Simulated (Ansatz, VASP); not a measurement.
## Nb2NF2: VASP beside Ansatz

Wanted: the spread between two codes on one cell, functional and k mesh. The structure shown is the start of the Ansatz relaxation below; VASP solves that cell, so the two are compared at the walk's first step.

Main program and level: Ansatz 0.2.0; plane waves, with VASP 6.6.1 beside it; single point at PBE.

## 1. The structure

The cell holds 5 atoms: 1 N, 2 Nb and 2 F. Its edges and angles: a = 3.130 Å, b = 3.130 Å, c = 33.200 Å, α = 90.0°, β = 90.0°, γ = 120.0°. Vacuum lies along c. The height across the vacuum is the one that the program set for its solve, not the one typed.

## 2. Ansatz: relaxation, PBE

Ansatz runs on its default PAW (the set named soft_2) files.

The two programs are compared at the cell with which this relaxation starts, whose forces are those of its first step.

input.yaml

```yaml
crystal:
  lattice:
    - [3.13, 0.0, 0.0]
    - [-1.565, 2.71066, 0.0]
    - [0.0, 0.0, 20.0]
  atoms:
    - { symbol: "N", position: [0.0, 0.0, 0.5] }
    - { symbol: Nb, position: [0.333333, 0.666667, 0.56] }
    - { symbol: Nb, position: [0.666667, 0.333333, 0.44] }
    - { symbol: F, position: [0.666667, 0.333333, 0.6175] }
    - { symbol: F, position: [0.333333, 0.666667, 0.3825] }
  periodic: [true, true, false]
kpoints:
  mp_grid: { grid: [9, 9, 1] }
hamiltonian:
  xc: pbe
scf:
  occupations: { method: gaussian, width: 0.1 }
output:
  forces: true
  stress: true
  eigenvalues: true
relax:
  adjacent_minimum: "off"
  f_tol: 0.05
  max_steps: 80
  cell: { stress_2d_tol: 0.02 }
```

Run with:

```console
> ansatz run input.yaml --threads 8 --pin off --max-ram 14336MiB --backend cpu --events-out ev --progress --plain --runs-dir out
```

Numbers of over 12 decimals in the logs are rounded to 6 here.

The program printed:

```text
Warning: crystal.periodic: the lattice vector that does not repeat stood 0.000° off the slab's normal, 20.000 Å along it as the deck builds it. The run solves the slab on a vector along the normal, 33.200 Å long, with every atom where it was (on the deck's vector they left 15.30 Å outside them, and the widest stretch free of ions among them is 1.20 Å). A fractional position that the run reports is one of the run's ce [...]
[...]
SCF iter   5: F=-11108.522974 eV  HF=-11108.522973 eV  |F-HF|=1.29e-7  |Δ(HF+E_count)|=   1.48e-7  Δρ=4.03e-6  dr2=3.64e-8  ethr=1.11e-9  ⟨swp⟩=11.8  Hψ=1972  notcnv=0
SCF 10 converged in 5 iterations: F = -11108.522974 eV  dr2 = 3.64e-8
relax step  10: F+E_penalty+E_count = -11108.52297354 eV  Δ(F+E_penalty+E_count) = -3.034e-4 eV  max|allowed force component| = 2.257e-2 eV/Å  Δτ_max = 0.0065 Å  P = +0.103 N/m  Ω = 309.490 Å³  energy of the carried Pulay correction = -1.267e-3 eV  fix = [c, alpha, beta]  reactions: c +0.000 N/m  (5 SCF iters, dr2 threshold 5.00e-7 eV, accepted)
[...]
relax step  11: F+E_penalty+E_count = -11108.52273538 eV  Δ(F+E_penalty+E_count) = +2.382e-4 eV  max|allowed force component| = 2.345e-2 eV/Å  Δτ_max = 0.0031 Å  P = +0.076 N/m  Ω = 309.943 Å³  energy of the carried Pulay correction = -1.589e-3 eV  fix = [c, alpha, beta]  reactions: c +0.000 N/m  (5 SCF iters, dr2 threshold 1.23e-8 eV, accepted)
[...]
relax step  12: F+E_penalty+E_count = -11108.52266303 eV  Δ(F+E_penalty+E_count) = +7.235e-5 eV  max|allowed force component| = 2.689e-3 eV/Å  Δτ_max = 0.0006 Å  P = -0.006 N/m  Ω = 310.074 Å³  energy of the carried Pulay correction = -1.683e-3 eV  fix = [c, alpha, beta]  reactions: c -0.000 N/m  (5 SCF iters, dr2 threshold 6.73e-9 eV, accepted)
[...]
relax step  13: F+E_penalty+E_count = -11108.52439173 eV  Δ(F+E_penalty+E_count) = -1.729e-3 eV  max|allowed force component| = 2.903e-3 eV/Å  Δτ_max = 0.0000 Å  P = +0.008 N/m  Ω = 310.074 Å³  fix = [c, alpha, beta]  reactions: c +0.000 N/m  stress off target by 8.30e-3 N/m on what of the cell is left free  SCF on the basis re-selected at this cell (its energy is not comparable with the rows above)  (7 SCF iters)
basis re-selected at this cell: Δ(F+E_penalty+E_count) = -1.729e-3 eV, ΔP = +0.014 N/m vs the last step (what re-selecting the basis moved, of the pressure what is left beyond the Pulay correction that the steps carried, after the strain that the cell walked since its last selection, with what the two solves' SCF thresholds leave and, on support functions, any second-order correction that the steps lacked; it is no m [...]
SCF converged after 7 iterations
Free energy (F): -11108.524392 eV
Harris-Foulkes:  -11108.524392 eV  (|F-HF|=0.00e0)
Internal energy: -11108.508527 eV  (E = F + TS)
E sigma→0 (E₀):  -11108.516459 eV
Entropy (-TS):   -0.015865 eV (-3.173 meV/atom)
Fermi energy:    -3.967121 eV
--- Per-component energies (eV) ---
  E_band       = -1062.778517
  E_kinetic    = 1335.842938
  E_local      = -130147.058462  (includes V_loc(G=0)·N_el)
  E_nonlocal   = 433.052950
  E_hartree    = 64194.128179
  E_xc         = -571.093600
  E_vxc        = -707.430878  (∫ρ·V_xc dr)
  E_paw        = -6674.863431  (= ΣΔE_a)
  E_vpaw       = -365.445583  (= ΣTr[D̂ρ^β])
  E_aug_tail   = 0.004208  (compensation charges beyond the density's cutoff)
  E_ewald      = 60321.478690
  E_smearing   = -0.015865  (= −TS)
  E_closure    = -0.000000  (closes the sum)
  Σ components = -11108.524392   (vs F -11108.524392, Δ=0.00e0)
--- Forces (eV/Å), atoms counted from 1 ---
  atom   1  N     -0.00000000     0.00000000     0.00000000
  atom   2  Nb     0.00000000     0.00000000    -0.00290282
  atom   3  Nb    -0.00000000    -0.00000000     0.00290282
  atom   4  F      0.00000000    -0.00000000     0.00084374
  atom   5  F      0.00000000     0.00000000    -0.00084374
  max |Σ_I F_I| component: 1.85e-17 eV/Å
--- 2D stress c σ (N/m, compression-positive) ---
        0.008300       0.000000      -0.000000
        0.000000       0.008300      -0.000000
       -0.000000      -0.000000       0.000000
  P = ½ c Tr σ = 0.0083 N/m
--- Band table (eV; the first three rows and the last of 12) ---
  k-point 0: bands = ["-60.2602", "-60.0200", "-36.8765", "-36.2121", "-36.2121", "-35.9748", "-35.9748", "-35.9279", "-29.5345", "-29.4696", "-20.6086", "-12.7767", "-12.0669", "-12.0669", "-11.2041", "-11.0938", "-11.0938", "-9.9501", "-9.9501", "-9.7993", "-6.2015", "-6.2015", "-4.0020", "-3.6404", "-2.6645", "-2.6645", "-2.2563", "-2.2368"]
  k-point 1: bands = ["-60.2482", "-60.0207", "-36.8580", "-36.3281", "-36.2429", "-36.0255", "-35.9699", "-35.8837", "-29.5122", "-29.4633", "-20.5813", "-12.5840", "-12.1214", "-11.9588", "-11.2696", "-11.1005", "-11.0543", "-10.1705", "-10.0393", "-9.7570", "-6.3986", "-5.9771", "-4.0925", "-3.3950", "-2.7669", "-2.6659", "-2.5703", "-2.0282"]
  k-point 2: bands = ["-60.2158", "-60.0246", "-36.8296", "-36.5469", "-36.3124", "-36.1252", "-35.9657", "-35.8475", "-29.4656", "-29.4489", "-20.5133", "-12.2809", "-11.9039", "-11.7164", "-11.5696", "-11.2666", "-11.1340", "-10.2111", "-10.1778", "-9.7724", "-6.7884", "-5.3839", "-4.3569", "-3.3159", "-2.5494", "-2.5142", "-2.0489", "-1.6093"]
  k-point 11: bands = ["-60.0856", "-60.0856", "-36.7910", "-36.7558", "-36.7558", "-36.1513", "-35.9602", "-35.9602", "-29.3991", "-29.3991", "-20.3453", "-11.8307", "-11.7586", "-11.6194", "-11.6194", "-11.1900", "-11.1900", "-10.3174", "-10.3174", "-9.8902", "-5.3984", "-5.3984", "-5.3591", "-2.2653", "-2.2653", "-1.8877", "-0.9478", "-0.9478"]
--- Relaxed structure (11 steps of the walk, 10 accepted, 2 SCFs on fresh bases) ---
  F+E_penalty+E_count = -11108.52439173 eV   max|allowed force component| = 2.903e-3 eV/Å   (the final SCF, on the basis selected at the relaxed cell)
  cell:  # Å, volume = 310.0742 Å³
    - [3.283965, 0.0, 0]
    - [-1.641982, 2.843997, 0]
    - [0, 0, 33.2]
  atoms:
    - { symbol: N, position: [0, 0, 0.301205] }
    - { symbol: Nb, position: [0.333333, 0.666667, 0.331599] }
    - { symbol: Nb, position: [0.666667, 0.333333, 0.270810] }
    - { symbol: F, position: [0.666667, 0.333333, 0.371077] }
    - { symbol: F, position: [0.333333, 0.666667, 0.231332] }
```

## 3. VASP: single point, PBE, start cell, pair 1

The same cell, functional, mesh and smearing now go to VASP, with its own data sets.

Lines of VASP's logs that name or quote its potential files are left out, and so is its time.

INCAR

```
SYSTEM = Nb2NF2
PREC = Accurate
ENCUT = 520
EDIFF = 1E-06
NELM = 120
ISMEAR = 0
SIGMA = 0.1
LREAL = .FALSE.
ALGO = Normal
GGA = PE
NBANDS = 28
LASPH = .TRUE.
LORBIT = 11
LWAVE = .FALSE.
LCHARG = .FALSE.
ISIF = 2
LDIPOL = .TRUE.
IDIPOL = 3
DIPOL = 0.5 0.5 0.301
LVHAR = .TRUE.
GGA_COMPAT = .FALSE.
NELMDL = -8
KPAR = 2
```

POSCAR

```
Nb2NF2
1.0
    3.1300000000      0.0000000000      0.0000000000
   -1.5650000000      2.7106600000      0.0000000000
    0.0000000000      0.0000000000     33.2000000000
N Nb F
1 2 2
Direct
    0.0000000000      0.0000000000      0.3012048193
    0.3333333948      0.6666667896      0.3373493976
    0.6666666052      0.3333332104      0.2650602410
    0.6666666052      0.3333332104      0.3719879518
    0.3333333948      0.6666667896      0.2304216867
```

KPOINTS

```
Automatic mesh
0
Gamma
9 9 1
0 0 0
```

Potentials, in the order of the species: N, Nb_sv and F (PBE family, release 64).

Run with:

```console
> mpirun -np 2 vasp_std
```

The program printed:

```text
[banner, memory and clock lines left out]
running    2 mpi-ranks, on    1 nodes
 distrk:  each k-point on    1 cores,    2 groups
 distr:  one band on    1 cores,    1 groups

 POSCAR found type information on POSCAR N NbF
 POSCAR found :  3 types and       5 ions
 LDA part: xc-table for (Slater+PW92), standard interpolation
 POSCAR, INCAR and KPOINTS ok, starting setup
 FFT: planning ... GRIDC
 FFT: planning ... GRID_SOFT
 FFT: planning ... GRID
 WAVECAR not read
 entering main loop
       N       E                     dE             d eps       ncg     rms          rms(c)
DAV:   1     0.461523819459E+03    0.46152E+03   -0.23284E+04   880   0.131E+03
DAV:   2     0.142060238044E+02   -0.44732E+03   -0.43316E+03   884   0.455E+02
DAV:   3    -0.428200715460E+02   -0.57026E+02   -0.56185E+02  1056   0.142E+02
DAV:   4    -0.459414428823E+02   -0.31214E+01   -0.30391E+01  1100   0.331E+01
DAV:   5    -0.461121825230E+02   -0.17074E+00   -0.16549E+00  1128   0.532E+00
DAV:   6    -0.461215883580E+02   -0.94058E-02   -0.84094E-02  1104   0.100E+00
DAV:   7    -0.461232245187E+02   -0.16362E-02   -0.15097E-02  1004   0.170E-01
DAV:   8    -0.461236054074E+02   -0.38089E-03   -0.36894E-03  1176   0.432E-02    0.165E+01
DAV:   9    -0.400087551679E+02    0.61149E+01   -0.43377E+01   924   0.419E+01    0.688E+00
DAV:  10    -0.399991875269E+02    0.95676E-02   -0.37460E+00  1084   0.148E+01    0.331E+00
DAV:  11    -0.399485085249E+02    0.50679E-01   -0.54672E-01   868   0.385E+00    0.119E+00
DAV:  12    -0.399267722575E+02    0.21736E-01   -0.15240E-01  1016   0.240E+00    0.441E-01
DAV:  13    -0.399218814761E+02    0.48908E-02   -0.91903E-03  1056   0.747E-01    0.202E-01
DAV:  14    -0.399184956377E+02    0.33858E-02   -0.38995E-03   960   0.364E-01    0.819E-02
[...]
DAV:  19    -0.399192000734E+02   -0.20595E-03   -0.19829E-05   800   0.210E-02    0.460E-03
DAV:  20    -0.399193879642E+02   -0.18789E-03   -0.19784E-05   800   0.133E-02    0.267E-03
DAV:  21    -0.399194970011E+02   -0.10904E-03   -0.68762E-06   776   0.829E-03    0.157E-03
DAV:  22    -0.399195661379E+02   -0.69137E-04   -0.70204E-06   744   0.748E-03    0.115E-03
DAV:  23    -0.399195767361E+02   -0.10598E-04   -0.10484E-06   648   0.345E-03    0.441E-04
DAV:  24    -0.399195860690E+02   -0.93330E-05   -0.73352E-07   628   0.264E-03    0.219E-04
DAV:  25    -0.399195883189E+02   -0.22498E-05   -0.21283E-07   576   0.197E-03    0.149E-04
DAV:  26    -0.399195892532E+02   -0.93429E-06   -0.72847E-08   544   0.142E-03
   1 F= -.39919589E+02 E0= -.39907322E+02  d E =-.245350E-01
```

From OUTCAR (step 3):

```text
ion  position               nearest neighbor table
   1  0.000  0.000  0.301-   3 2.17   3 2.17   2 2.17   2 2.17   3 2.17   2 2.17
   2  0.333  0.667  0.337-   4 2.14   4 2.14   4 2.14   1 2.17   1 2.17   1 2.17   3 3.00   3 3.00
                             3 3.00
   3  0.667  0.333  0.265-   5 2.14   5 2.14   5 2.14   1 2.17   1 2.17   1 2.17   2 3.00   2 3.00
                             2 3.00
   4  0.667  0.333  0.372-   2 2.14   2 2.14   2 2.14
   5  0.333  0.667  0.230-   3 2.14   3 2.14   3 2.14

  LATTYP: Found a hexagonal cell.
 ALAT       =     3.1300000000
 C/A-ratio  =    10.6070287540

 Subroutine GETGRP returns: Found 12 space group operations
 (whereof  6 operations were pure point group operations)

The static configuration has the point symmetry C_3v.
 The point group associated with its full space group is D_3d.

 Found     12 irreducible k-points:

   k-points           NKPTS =     12   k-points in BZ     NKDIM =     12   number of bands    NBANDS=     28

   dimension x,y,z NGX =    24 NGY =   24 NGZ =  250
   dimension x,y,z NGXF=    48 NGYF=   48 NGZF=  500

   ENCUT  =  520.0 eV  38.22 Ry    6.18 a.u.   5.82  5.82 61.73*2*pi/ulx,y,z

   NELECT =      45.0000    total number of electrons

 k-points in reciprocal lattice and weights: Automatic mesh
   0.00000000  0.00000000  0.00000000       0.012
   0.11111111  0.00000000  0.00000000       0.074
   0.22222222  0.00000000  0.00000000       0.074
   0.33333333  0.00000000  0.00000000       0.074
   0.44444444  0.00000000  0.00000000       0.074
   0.11111111  0.11111111  0.00000000       0.074
   0.22222222  0.11111111  0.00000000       0.148
   0.33333333  0.11111111  0.00000000       0.148
   0.44444444  0.11111111  0.00000000       0.074
   0.22222222  0.22222222  0.00000000       0.074
   0.33333333  0.22222222  0.00000000       0.148
   0.33333333  0.33333333  0.00000000       0.025

 dipolmoment           0.000000      0.000000     -0.000004 electrons x Angstroem

 average (electrostatic) potential at core
       1 -70.6112       2 -90.0235       3 -90.0235       4 -83.3888       5 -83.3888

 E-fermi :   0.4466

 k-point     1 :       0.0000    0.0000    0.0000
  band No.  band energies     occupation
    ...
     19      -5.5643      2.00000
     20      -5.5643      2.00000
     21      -1.4932      2.00000
     22      -1.4932      2.00000
     23      -1.1075      2.00000
     24       0.5948      0.03619
     25       0.6979      0.00038
     26       0.6979      0.00038
     27       1.0574      0.00000
     28       1.2523      0.00000

 k-point     2 :       0.1111    0.0000    0.0000
  band No.  band energies     occupation
    ...
     19      -5.9323      2.00000
     20      -5.6653      2.00000
     21      -1.8212      2.00000
     22      -1.2103      2.00000
     23      -1.0058      2.00000
     24       0.5539      0.12928
     25       0.8542      0.00000
     26       0.8651      0.00000
     27       0.9280      0.00000
     28       1.3876      0.00000

 k-point     3 :       0.2222    0.0000    0.0000
  band No.  band energies     occupation
    ...
     20      -5.8139      2.00000
     21      -2.5588      2.00000
     22      -0.5535      2.00000
     23      -0.4788      2.00000
     24       0.4477      0.98794
     25       0.9926      0.00000
     26       1.2868      0.00000
     27       1.4260      0.00000
     28       1.7277      0.00000

  Total        4.4089222      4.4089237      4.0122831      0.0000000      0.0000000      0.0000000
  in kB       25.0775754     25.0775844     22.8215261      0.0000000      0.0000000      0.0000000
  external PRESSURE =      24.3255620 kB  Pullay stress =       0.0000000 kB

  energy-cutoff  :      520.00
  volume of cell :      281.68
      direct lattice vectors                 reciprocal lattice vectors
     3.130000000  0.000000000  0.000000000     0.319488818  0.184456922  0.000000000
    -1.565000000  2.710660000  0.000000000     0.000000000  0.368913844  0.000000000
     0.000000000  0.000000000 33.200000000     0.000000000  0.000000000  0.030120482

 POSITION                                       TOTAL-FORCE (eV/Angst)
 -----------------------------------------------------------------------------------
      0.00000      0.00000     10.00000         0.000000     -0.000000     -0.000000
      0.00000      1.80711     11.20000        -0.000000     -0.000000     -3.562521
      1.56500      0.90355      8.80000        -0.000000     -0.000000      3.562521
      1.56500      0.90355     12.35000         0.000000      0.000000      2.699225
      0.00000      1.80711      7.65000        -0.000000     -0.000000     -2.699225
 -----------------------------------------------------------------------------------
    total drift:                                0.000000      0.000000     -0.000464

  FREE ENERGIE OF THE ION-ELECTRON SYSTEM (eV)
  ---------------------------------------------------
  free  energy   TOTEN  =       -39.9195892532 eV

  energy  without entropy=      -39.8950542690  energy(sigma->0) =      -39.90732176

 vacuum level on the upper side and lower side of the slab         2.784         2.785

 total charge
# of ion       s       p       d       tot
------------------------------------------
    1        1.234   2.518   0.000   3.752
    2        2.129   6.021   2.544  10.694
    3        2.129   6.021   2.544  10.694
    4        1.739   4.386   0.000   6.126
    5        1.739   4.386   0.000   6.126
--------------------------------------------------
tot          8.970  23.334   5.089  37.392

[... 3 further parts left out ...]
```

This run has no spin polarisation. Its electron count is odd, so without a moment it is a metal by construction.

## 4. Comparison

Known differences besides the potentials themselves: Ansatz cuts the interaction across the vacuum, VASP repeats the sheet with a dipole correction; Ansatz takes its cutoff from its data sets, VASP runs at 520 eV. Total energies have different zeros and are not compared.

Forces (eV/Å; atoms numbered as in POSCAR):

```
atom        Ansatz x, y, z          VASP x, y, z
  N1   0.000, 0.000, 0.000   0.000, 0.000, 0.000
 Nb2  0.000, 0.000, -3.537  0.000, 0.000, -3.563
 Nb3   0.000, 0.000, 3.537   0.000, 0.000, 3.563
  F4   0.000, 0.000, 2.698   0.000, 0.000, 2.699
  F5  0.000, 0.000, -2.698  0.000, 0.000, -2.699
```

The forces differ by 9.3 meV/Å r.m.s., which is 0.6 % of the r.m.s. force of 1.632 eV/Å (both taken over all components). With vacuum in the cell, a pressure given here is an average over mostly empty space and none of the material.

## 5. Ansatz: relaxation, PBE

The two programs are compared at the cell with which this relaxation starts, whose forces are those of its first step.

The structure compared here is the start of the Ansatz relaxation; VASP solves that cell, so the two are compared at the walk's first step.

input.yaml

```yaml
crystal:
  lattice:
    - [3.2839647108, 0.0, 0.0]
    - [-1.6419823554, 2.8439968647, 0.0]
    - [0.0, 0.0, 33.2]
  atoms:
    - { symbol: "N", position: [0.0, 0.0, 0.3012048193] }
    - { symbol: Nb, position: [0.3333333333, 0.6666666667, 0.331599428] }
    - { symbol: Nb, position: [0.6666666667, 0.3333333333, 0.2708102105] }
    - { symbol: F, position: [0.6666666667, 0.3333333333, 0.3710774812] }
    - { symbol: F, position: [0.3333333333, 0.6666666667, 0.2313321574] }
  periodic: [true, true, false]
kpoints:
  mp_grid: { grid: [12, 12, 1] }
hamiltonian:
  xc: pbe
scf:
  occupations: { method: gaussian, width: 0.1 }
output:
  forces: true
  stress: true
  eigenvalues: true
  write_density: true
  write_potential: true
  elf: true
  volumetric_format: npy
relax:
  adjacent_minimum: "off"
  f_tol: 0.005
  max_steps: 80
  cell: { stress_2d_tol: 0.02 }
```

Run with:

```console
> ansatz run input.yaml --threads 8 --pin off --max-ram 14336MiB --backend cpu --events-out ev --progress --plain --runs-dir out
```

The program printed:

```text
[...]
Crystal: 5 atoms, lattice volume = 310.074 Å³
Basis set: ecut = 420 eV, 6195 PW (Γ), exchange–correlation on 48×48×450 points (8 copies of the dense FFT grid, shifted against one another)
Bands: 28, of which v1, the nominal top of the filled ones, is band 23 counted from 1 (22 counted from 0)
Symmetry: 12 space group operations
[...]
k-points: 19 of 144
[...]
cell:  # Å, volume = 308.5599 Å³
    - [3.275936, 0.0, 0]
    - [-1.637968, 2.837044, 0]
    - [0, 0, 33.2]
  atoms:
    - { symbol: N, position: [0, 0, 0.30120481928] }
    - { symbol: Nb, position: [0.333333, 0.666667, 0.331776] }
    - { symbol: Nb, position: [0.666667, 0.333333, 0.270634] }
    - { symbol: F, position: [0.666667, 0.333333, 0.371414] }
    - { symbol: F, position: [0.333333, 0.666667, 0.230995] }
[key lines of the parts left out:]
SCF converged after 6 iterations
Free energy (F): -11108.534607 eV
Fermi energy:    -3.950455 eV
P = ½ c Tr σ = -0.0010 N/m
```

(Continued in part 2 of 2.)

[Lines on the potential files, build, host, timing and source positions are cut from VASP's logs without a mark.]

[Logs are printed without paths, hosts, clocks, repeated set-up lines and the standing remarks that a program may print on its own settings, such as how far it seeks lower states.]

[Hosts, paths, dates, database ids (printed as entryN), source tags and the programs' standing remarks are cut or masked in the printed files.]
